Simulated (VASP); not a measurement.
Consider the following.

```
CELL_PARAMETERS angstrom
     -1.88921     1.88921     4.90920
      1.88921    -1.88921     4.90920
      1.88921     1.88921    -4.90920
ATOMIC_POSITIONS crystal
  La 0.00000 0.00000 0.00000
  Ni 0.75000 0.25000 0.50000
  Ni 0.25000 0.75000 0.50000
  B  0.34813 0.34813 0.00000
  B  0.65187 0.65187 0.00000
  C  0.50000 0.50000 0.00000
```

These are LDA (Ceperley-Alder, Perdew-Zunger), VASP's LDA PAW potentials (set 64) (plane waves; VASP) values and carry that method's errors. Numerical set-up: 400 eV cut-off, 8×8×8 Γ-centred mesh, Fermi-Dirac smearing of 0.10 eV, potentials La Ni B C.

At this cut-off the stress carries a Pulay error, which pulls relaxed volumes low. Energy and stress use the plane-wave basis of the starting cell.

**Question.** The ions, cell shape and volume are relaxed. Predict the relaxed structure.

**Answer.** 
```
CELL_PARAMETERS angstrom
     -1.86049     1.86049     4.80491
      1.86049    -1.86049     4.80491
      1.86049     1.86049    -4.80491
ATOMIC_POSITIONS crystal
  La 0.00000 0.00000 0.00000
  Ni 0.75000 0.25000 0.50000
  Ni 0.25000 0.75000 0.50000
  B  0.34607 0.34607 0.00000
  B  0.65393 0.65393 0.00000
  C  0.50000 0.50000 0.00000
```
Space group I4/mmm (139), at a tolerance of 0.03 Å.

**Question.** How do energy and volume change from the first to the last step?

**Answer.** The energy (σ→0) changes by -17.8 meV/atom and the volume by -5.1 %, in 13 ionic steps.

```csv
step,E(σ→0) (eV),max force (eV/Å),pressure (GPa),volume (Å³)
1,-46.5888,0.046,-9.08,70.09
2,-46.5895,0.775,10.75,63.58
3,-46.6887,0.404,-0.05,66.75
4,-46.6887,0.412,0.11,66.69
5,-46.6913,0.225,0.22,66.43
6,-46.6937,0.039,0.21,66.54
7,-46.6943,0.015,-0.14,66.64
8,-46.6945,0.007,-0.48,66.75
9,-46.6950,0.013,-0.42,66.69
10,-46.6954,0.039,-0.20,66.61
11,-46.6954,0.044,-0.13,66.60
12,-46.6955,0.014,0.00,66.54
13,-46.6956,0.004,0.04,66.53
```

The structure comes from a computed database's LaNi2B2C entry (I4/mmm); how it stands against other phases isn't given here. This run relaxes it. Symmetry was kept, so distortions that lower it aren't found. The run is one of a series of settings (EDIFFG = -0.01, IBRION = 2, ISIF = 3, NSW = 50 against the base run), some of them coarse on purpose. The run is not spin-polarised, so no magnetic state was tried. The electron count is odd and the run is not spin-polarised, which forces a metal.
